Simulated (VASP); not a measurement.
All values below come from PBE GGA with D3 dispersion (Becke-Johnson damping), VASP's PBE PAW potentials (set 64) (plane waves; VASP 6.6.1).

Input for VASP

**KPOINTS**
```
Automatic mesh
0
Gamma
7 7 7
0 0 0
```

POSCAR:
```
ScAl3
1.0
  4.0878100000   0.0000000000   0.0000000000
  0.0000000000   4.0878100000   0.0000000000
  0.0000000000   0.0000000000   4.0878100000
Sc Al
1 3
direct
  0.0000000000   0.0000000000   0.0000000000
  0.5000000000   0.0000000000   0.5000000000
  0.0000000000   0.5000000000   0.5000000000
  0.5000000000   0.5000000000   0.0000000000
```

INCAR:
```
ALGO  =  Normal
EDIFF  =  1E-6
EDIFFG  =  -0.01
ENCUT  =  300
GGA  =  PE
IBRION  =  2
ISIF  =  3
ISMEAR  =  1
IVDW  =  12
LASPH  =  T
LCHARG  =  F
LMAXMIX  =  4
LREAL  =  F
LWAVE  =  F
NELM  =  100
NSW  =  50
PREC  =  Accurate
SIGMA  =  0.05
SYSTEM  =  ScAl3
```

POTCAR, in this order: Sc_sv Al (PBE.64 set). Program: vasp_std.

Output

**OUTCAR**
```
 ion  position               nearest neighbor table
   1  0.000  0.000  0.000-   2 2.89   3 2.89   4 2.89   2 2.89   3 2.89   3 2.89   4 2.89   3 2.89
                             2 2.89   4 2.89   2 2.89   4 2.89
   2  0.500  0.000  0.500-   1 2.89   3 2.89   4 2.89   1 2.89   4 2.89   3 2.89   4 2.89   4 2.89
                             1 2.89   3 2.89   1 2.89   3 2.89
   3  0.000  0.500  0.500-   1 2.89   2 2.89   4 2.89   1 2.89   4 2.89   1 2.89   2 2.89   1 2.89
                             2 2.89   4 2.89   4 2.89   2 2.89
   4  0.500  0.500  0.000-   1 2.89   2 2.89   3 2.89   2 2.89   3 2.89   1 2.89   2 2.89   2 2.89
                             1 2.89   3 2.89   3 2.89   1 2.89
  LATTYP: Found a simple cubic cell.
 ALAT       =     4.0878100000
 Subroutine PRICEL returns:
 Original cell was already a primitive cell.
 Subroutine GETGRP returns: Found 48 space group operations
The static configuration has the point symmetry O_h .
The dynamic configuration has the point symmetry O_h .
 Subroutine INISYM returns: Found 48 space group operations
 Subroutine IBZKPT returns following result:
 Found     20 irreducible k-points:

 Following reciprocal coordinates:
            Coordinates               Weight
  0.000000  0.000000  0.000000      1.000000
  0.142857  0.000000  0.000000      6.000000
  0.285714  0.000000  0.000000      6.000000
  0.428571  0.000000  0.000000      6.000000
  0.142857  0.142857  0.000000     12.000000
  0.285714  0.142857  0.000000     24.000000
  0.428571  0.142857  0.000000     24.000000
  0.285714  0.285714  0.000000     12.000000
  0.428571  0.285714  0.000000     24.000000
  0.428571  0.428571  0.000000     12.000000
  0.142857  0.142857  0.142857      8.000000
  0.285714  0.142857  0.142857     24.000000
  0.428571  0.142857  0.142857     24.000000
  0.285714  0.285714  0.142857     24.000000
  0.428571  0.285714  0.142857     48.000000
  0.428571  0.428571  0.142857     24.000000
  0.285714  0.285714  0.285714      8.000000
  0.428571  0.285714  0.285714     24.000000
  0.428571  0.428571  0.285714     24.000000
  0.428571  0.428571  0.428571      8.000000
   k-points           NKPTS =     20   k-points in BZ     NKDIM =     20   number of bands    NBANDS=     14
   number of dos      NEDOS =    301   number of ions     NIONS =      4
   total plane-waves  NPLWV =  13824
   dimension x,y,z NGX =    24 NGY =   24 NGZ =   24
   dimension x,y,z NGXF=    48 NGYF=   48 NGZF=   48
   ions per type =               1   3
   PREC   = accura    normal or accurate (medium, high low for compatibility)
   ISTART =      0    job   : 0-new  1-cont  2-samecut
   ICHARG =      2    charge: 1-file 2-atom 10-const
   ISPIN  =      1    spin polarized calculation?
   LNONCOLLINEAR =      F non collinear calculations
   LSORBIT =      F    spin-orbit coupling
   INIWAV =      1    electr: 0-lowe 1-rand  2-diag
   ENCUT  =  300.0 eV  22.05 Ry    4.70 a.u.   5.77  5.77  5.77*2*pi/ulx,y,z
   NELM   =    100;   NELMIN=  2; NELMDL= -5     # of ELM steps
   EDIFF  = 0.1E-05   stopping-criterion for ELM
   LREAL  =      F    real-space projection
   NLSPLINE    = F    spline interpolate recip. space projectors
   LMAXMIX     =    4 max onsite mixed and CHGCAR
   VOSKOWN=      0    Vosko Wilk Nusair interpolation
   EDIFFG = -.1E-01   stopping-criterion for IOM
   NSW    =     50    number of steps for IOM
   NBLOCK =      1;   KBLOCK =     50    inner block; outer block
   IBRION =      2    ionic relax: 0-MD 1-quasi-New 2-CG
   NFREE  =      1    steps in history (QN), initial steepest desc. (CG)
   ISIF   =      3    stress and relaxation
   ISYM   =      2    0-nonsym 1-usesym 2-fastsym
   TEIN   =    0.0    initial temperature
   TEBEG  =    0.0;   TEEND  =   0.0 temperature during run
   SMASS  =  -3.00    Nose mass-parameter (am)
   PSTRESS=    0.0 pullay stress
   NELECT =      20.0000    total number of electrons
   EFERMI =   0.00;   METHOD = LEGACY
...
```

File OSZICAR:
```
       N       E                     dE             d eps       ncg     rms          rms(c)
DAV:   1     0.733182552490E+02    0.73318E+02   -0.63295E+03   584   0.846E+02
DAV:   2    -0.156816320701E+02   -0.89000E+02   -0.87604E+02   596   0.306E+02
DAV:   3    -0.202016787636E+02   -0.45200E+01   -0.41527E+01   830   0.516E+01
DAV:   4    -0.202886567307E+02   -0.86978E-01   -0.86838E-01   798   0.794E+00
DAV:   5    -0.202904069254E+02   -0.17502E-02   -0.17500E-02   808   0.106E+00    0.884E+00
DAV:   6    -0.193540118253E+02    0.93640E+00   -0.47757E+00   928   0.249E+01    0.316E+00
DAV:   7    -0.193046342190E+02    0.49378E-01   -0.85251E-02   660   0.252E+00    0.181E+00
DAV:   8    -0.192811498983E+02    0.23484E-01   -0.38619E-02   760   0.146E+00    0.224E-01
DAV:   9    -0.192810440235E+02    0.10587E-03   -0.72582E-03   806   0.581E-01    0.129E-01
DAV:  10    -0.192806774407E+02    0.36658E-03   -0.12038E-03   870   0.375E-01    0.777E-02
DAV:  11    -0.192807103793E+02   -0.32939E-04   -0.10809E-04   906   0.133E-01    0.384E-02
DAV:  12    -0.192806419332E+02    0.68446E-04   -0.35863E-04   950   0.148E-01    0.376E-03
DAV:  13    -0.192806425574E+02   -0.62426E-06   -0.87799E-06   792   0.283E-02
   1 F= -.20796721E+02 E0= -.20796573E+02  d E =-.207967E+02
       N       E                     dE             d eps       ncg     rms          rms(c)
DAV:   1    -0.194501454169E+02   -0.16950E+00   -0.61564E+00   674   0.386E+01    0.376E+00
DAV:   2    -0.192447466866E+02    0.20540E+00   -0.11095E+00   800   0.144E+01    0.734E-01
DAV:   3    -0.192319300241E+02    0.12817E-01   -0.28484E-02   642   0.133E+00    0.434E-01
DAV:   4    -0.192275546743E+02    0.43753E-02   -0.14874E-02   750   0.102E+00    0.175E-01
DAV:   5    -0.192276735417E+02   -0.11887E-03   -0.47634E-03   920   0.637E-01    0.113E-01
DAV:   6    -0.192273816738E+02    0.29187E-03   -0.15735E-03   918   0.349E-01    0.251E-02
DAV:   7    -0.192273923178E+02   -0.10644E-04   -0.45336E-05   882   0.727E-02    0.132E-02
DAV:   8    -0.192273827919E+02    0.95259E-05   -0.35671E-05   942   0.559E-02    0.258E-03
DAV:   9    -0.192273826015E+02    0.19038E-06   -0.53486E-07   352   0.492E-03
   2 F= -.20812346E+02 E0= -.20812256E+02  d E =-.156248E-01
       N       E                     dE             d eps       ncg     rms          rms(c)
DAV:   1    -0.192671539811E+02   -0.39771E-01   -0.47795E-01   680   0.107E+01    0.108E+00
DAV:   2    -0.192513646006E+02    0.15789E-01   -0.12026E-01   864   0.457E+00    0.205E-01
DAV:   3    -0.192498578978E+02    0.15067E-02   -0.57602E-03   898   0.620E-01    0.132E-01
DAV:   4    -0.192494767511E+02    0.38115E-03   -0.87439E-04   692   0.378E-01    0.553E-02
DAV:   5    -0.192494563875E+02    0.20364E-04   -0.45859E-05   682   0.649E-02    0.126E-02
DAV:   6    -0.192494555330E+02    0.85449E-06   -0.26445E-06   628   0.153E-02
   3 F= -.20815141E+02 E0= -.20815033E+02  d E =-.184198E-01
```

OUTCAR:
```
------------------------ aborting loop because EDIFF is reached ----------------------------------------
 Edisp (eV)   -1.56569
  FORCE on cell =-STRESS in cart. coord.  units (eV):
  Direction    XX          YY          ZZ          XY          YZ          ZX
  --------------------------------------------------------------------------------------
  Total       0.00719     0.00719     0.00719     0.00000     0.00000    -0.00000
  in kB       0.17396     0.17396     0.17396     0.00000     0.00000    -0.00000
  external pressure =        0.17 kB  Pullay stress =        0.00 kB
  volume of cell :       66.23
      direct lattice vectors                 reciprocal lattice vectors
     4.045882440 -0.000000000  0.000000000     0.247164868 -0.000000000  0.000000000
     0.000000000  4.045882440 -0.000000000     0.000000000  0.247164868  0.000000000
    -0.000000000  0.000000000  4.045882440    -0.000000000  0.000000000  0.247164868
 POSITION                                       TOTAL-FORCE (eV/Angst)
 -----------------------------------------------------------------------------------
      0.00000      0.00000      0.00000        -0.000000      0.000000      0.000000
      2.02294     -0.00000      2.02294        -0.000000      0.000000      0.000000
      0.00000      2.02294      2.02294         0.000000      0.000000      0.000000
      2.02294      2.02294      0.00000        -0.000000      0.000000      0.000000
 -----------------------------------------------------------------------------------
    total drift:                               -0.000000      0.000000      0.000000
  FREE ENERGIE OF THE ION-ELECTRON SYSTEM (eV)
  ---------------------------------------------------
  free  energy   TOTEN  =       -20.8151412697 eV

  energy  without entropy=      -20.8148172872  energy(sigma->0) =      -20.81503328

 reached required accuracy - stopping structural energy minimisation
```
(Selected blocks of OUTCAR.)

File CONTCAR:
```
ScAl3
   1.00000000000000
     4.0458824401656299   -0.0000000000000000    0.0000000000000000
     0.0000000000000000    4.0458824401656299   -0.0000000000000000
    -0.0000000000000000    0.0000000000000000    4.0458824401656299
  Sc              Al
     1     3
Direct
     0.0000000000000000    0.0000000000000000    0.0000000000000000
     0.5000000000000000    0.0000000000000000    0.5000000000000000
     0.0000000000000000    0.5000000000000000    0.5000000000000000
     0.5000000000000000    0.5000000000000000    0.0000000000000000
```

At this cut-off the stress carries a Pulay error, which pulls relaxed volumes low. Energy and stress use the plane-wave basis of the starting cell.

The structure comes from a computed database's ScAl3 entry; how it stands against other phases isn't given here. This run relaxes it. Symmetry was kept, so distortions that lower it aren't found. The run is one of a series of settings (EDIFFG = -0.01, IBRION = 2, ISIF = 3, IVDW = 12, NSW = 50 against the base run), some of them coarse on purpose.
